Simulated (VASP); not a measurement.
Method: PBE GGA, VASP's PBE PAW potentials (set 64) (plane waves; VASP).

VASP ran on this input.

File POSCAR:
```
MoS2
1
    1.5916056431    -2.7567415578     0.0000000000
    1.5916056431     2.7567415578     0.0000000000
    0.0000000000     0.0000000000    13.2912910670
Mo S
2 4
Direct
  0.3333330000   0.6666670000   0.2500000000
  0.6666670000   0.3333330000   0.7500000000
  0.3333330000   0.6666670000   0.8675317779
  0.6666670000   0.3333330000   0.3675317779
  0.6666670000   0.3333330000   0.1324682221
  0.3333330000   0.6666670000   0.6324682221
```

File KPOINTS:
```
Automatic mesh
0
gamma
 9 9 2
```

INCAR:
```
ALGO = Normal
EDIFF = 1E-7
ENCUT = 400
GGA = PE
ISIF = 2
ISMEAR = -5
LASPH = .TRUE.
LCHARG = .TRUE.
LEFG = .TRUE.
LMAXMIX = 4
LORBIT = 11
LREAL = .FALSE.
LWAVE = .FALSE.
NEDOS = 601
NELM = 100
PREC = Accurate
SYSTEM = MoS2
```

POTCAR, in this order: Mo_sv S (PBE.64 set). Program: vasp_std.

What VASP printed:

**OSZICAR**
```
       N       E                     dE             d eps       ncg     rms          rms(c)
DAV:   1     0.382388004736E+03    0.38239E+03   -0.26223E+04  1712   0.129E+03
DAV:   2    -0.253156751430E+02   -0.40770E+03   -0.39923E+03  1874   0.354E+02
DAV:   3    -0.462024334172E+02   -0.20887E+02   -0.20758E+02  1889   0.710E+01
DAV:   4    -0.467002468471E+02   -0.49781E+00   -0.49647E+00  1875   0.109E+01
DAV:   5    -0.467148208883E+02   -0.14574E-01   -0.14570E-01  1931   0.174E+00    0.336E+01
DAV:   6    -0.444885154704E+02    0.22263E+01   -0.24354E+01  1677   0.257E+01    0.132E+01
DAV:   7    -0.440066822460E+02    0.48183E+00   -0.10034E+01  1672   0.160E+01    0.810E+00
DAV:   8    -0.436892019377E+02    0.31748E+00   -0.15163E+00  2007   0.675E+00    0.267E+00
DAV:   9    -0.437000320304E+02   -0.10830E-01   -0.15791E-01  2026   0.185E+00    0.129E+00
DAV:  10    -0.436921143943E+02    0.79176E-02   -0.67414E-02  1870   0.142E+00    0.328E-01
DAV:  11    -0.436921282087E+02   -0.13814E-04   -0.28526E-03  1826   0.300E-01    0.167E-01
DAV:  12    -0.436920392980E+02    0.88911E-04   -0.72200E-04  1981   0.136E-01    0.568E-02
DAV:  13    -0.436920638155E+02   -0.24517E-04   -0.18409E-04  1851   0.705E-02    0.161E-02
DAV:  14    -0.436920665439E+02   -0.27284E-05   -0.17578E-05  1877   0.241E-02    0.982E-03
DAV:  15    -0.436920679448E+02   -0.14009E-05   -0.29195E-06  1724   0.732E-03    0.420E-03
DAV:  16    -0.436920677544E+02    0.19038E-06   -0.12519E-06  1846   0.611E-03    0.138E-03
DAV:  17    -0.436920678679E+02   -0.11351E-06   -0.70418E-08  1199   0.144E-03    0.880E-04
DAV:  18    -0.436920678484E+02    0.19475E-07   -0.64645E-09  1220   0.515E-04
   1 F= -.43692068E+02 E0= -.43692068E+02  d E =0.000000E+00
```

**OUTCAR**
```
------------------------ aborting loop because EDIFF is reached ----------------------------------------
  FORCE on cell =-STRESS in cart. coord.  units (eV):
  Direction    XX          YY          ZZ          XY          YZ          ZX
  --------------------------------------------------------------------------------------
  Total       -0.0384798     -0.0384798      0.1211543      0.0000000     -0.0000000     -0.0000000
  in kB       -0.5285844     -0.5285843      1.6642585      0.0000000     -0.0000000     -0.0000000
  external PRESSURE =       0.2023633 kB  Pullay stress =       0.0000000 kB
  volume of cell :      116.63
      direct lattice vectors                 reciprocal lattice vectors
     1.591605643 -2.756741558  0.000000000     0.314148170 -0.181373549  0.000000000
     1.591605643  2.756741558  0.000000000     0.314148170  0.181373549  0.000000000
     0.000000000  0.000000000 13.291291067     0.000000000  0.000000000  0.075237236
 POSITION                                       TOTAL-FORCE (eV/Angst)
 -----------------------------------------------------------------------------------
      1.59161      0.91892      3.32282        -0.000000      0.000000     -0.000000
      1.59161     -0.91892      9.96847         0.000000      0.000000     -0.000000
      1.59161      0.91892     11.53062         0.000000      0.000000     -0.012169
      1.59161     -0.91892      4.88497         0.000000     -0.000000     -0.012169
      1.59161     -0.91892      1.76067         0.000000     -0.000000      0.012169
      1.59161      0.91892      8.40632        -0.000000      0.000000      0.012169
 -----------------------------------------------------------------------------------
    total drift:                               -0.000235      0.001651     -0.000030
  FREE ENERGIE OF THE ION-ELECTRON SYSTEM (eV)
  ---------------------------------------------------
  free  energy   TOTEN  =       -43.6920678484 eV

  energy  without entropy=      -43.6920678484  energy(sigma->0) =      -43.69206785

 total charge

# of ion       s       p       d       tot
------------------------------------------
    1        2.289   6.217   3.930  12.437
    2        2.289   6.217   3.930  12.437
    3        1.364   2.336   0.000   3.700
    4        1.364   2.336   0.000   3.700
    5        1.364   2.336   0.000   3.700
    6        1.364   2.336   0.000   3.700
--------------------------------------------------
tot         10.032  21.778   7.861  39.671
```
(Selected blocks of OUTCAR.)

File OUTCAR:
```
 val. band max:        6.2267444306   @ k =   0.0000   0.0000   0.0000

 cond. band min:       7.4627641616   @ k =   0.3333   0.3333   0.0000


 Fermi energy:         6.2314697567

 k-point     1 :       0.0000    0.0000    0.0000
  band No.  band energies     occupation
      1     -55.0666      2.00000
      2     -55.0666      2.00000
      3     -29.2096      2.00000
      4     -29.2092      2.00000
      5     -29.0050      2.00000
      6     -29.0050      2.00000
      7     -29.0049      2.00000
      8     -29.0049      2.00000
      9      -8.3333      2.00000
     10      -8.2334      2.00000
     11      -7.0709      2.00000
     12      -6.8998      2.00000
     13      -0.0920      2.00000
     14       0.4305      2.00000
     15       3.1871      2.00000
     16       3.1871      2.00000
     17       3.1911      2.00000
     18       3.1911      2.00000
     19       3.3868      2.00000
     20       4.2856      2.00000
     21       4.2857      2.00000
     22       4.2999      2.00000
     23       4.2999      2.00000
     24       4.7603      2.00000
     25       5.4559      2.00000
     26       6.2267      2.00000
     27       8.5476      0.00000
     28       8.5477      0.00000
     29       8.5576      0.00000
     30       8.5576      0.00000
     31       8.7746      0.00000

 k-point     2 :       0.1111   -0.0000    0.0000
  band No.  band energies     occupation
      1     -55.0623      2.00000
      2     -55.0623      2.00000
      3     -29.2007      2.00000
      4     -29.2006      2.00000
      5     -29.0494      2.00000
      6     -29.0493      2.00000
      7     -29.0152      2.00000
      8     -29.0150      2.00000
      9      -8.1528      2.00000
     10      -8.0541      2.00000
     11      -6.9919      2.00000
     12      -6.8303      2.00000
     13       0.1129      2.00000
     14       0.6305      2.00000
     15       2.7980      2.00000
     16       2.8082      2.00000
     17       2.9606      2.00000
...
```

Without a dispersion term in the relaxation, distances and binding between the weakly bound layers, chains or molecules are unreliable, and so is what depends on them.

The compound is MoS2 in the 2H layered structure. It was relaxed first, which changed the volume by +10 %.
